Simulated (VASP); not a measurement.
A convergence study with VASP on BP (zinc blende): one setting is varied, all else stays as given below, so the limit is that of these other settings.

```
BP
1.0
    0.00000     2.27000     2.27000
    2.27000     0.00000     2.27000
    2.27000     2.27000     0.00000
B P
1 1
Cartesian
  0.00000   0.00000   0.00000
  1.13500   1.13500   1.13500
```

These are LDA (Ceperley-Alder, Perdew-Zunger), VASP's LDA PAW potentials (set 64) (plane waves; VASP) values and carry that method's errors. The tightest run used: 700 eV cut-off, 19×19×19 Γ-centred mesh, tetrahedra with Blöchl corrections, potentials B P.

Gaps are read on the run's mesh, which can miss a band edge.

| setting | E (eV/atom) | pressure (GPa) | gap on the mesh (eV) | irreducible k-points |
|---|---|---|---|---|
| 3×3×3 mesh | -6.8800 | -2.07 | 1.263 | 4 |
| 4×4×4 mesh | -7.1079 | -4.46 | 1.274 | 8 |
| 5×5×5 mesh | -7.1677 | -5.15 | 1.179 | 10 |

Question: These are the cheaper rows. Estimate the results at 19×19×19 mesh, and how far the last row shown lies from them.

Answer: 
| quantity | tightest run | last row shown is off by |
|---|---|---|
| E (eV/atom) | -7.1943 | 0.0267 |
| pressure (GPa) | -5.50 | 0.35 |
| gap on the mesh (eV) | 1.187 | -0.008 |

Left out are rungs that failed or repeat a setting and relaxations that didn't move; long series are thinned to 24 rows.

The compound is BP in the zinc blende structure. The cell was not relaxed at this level.
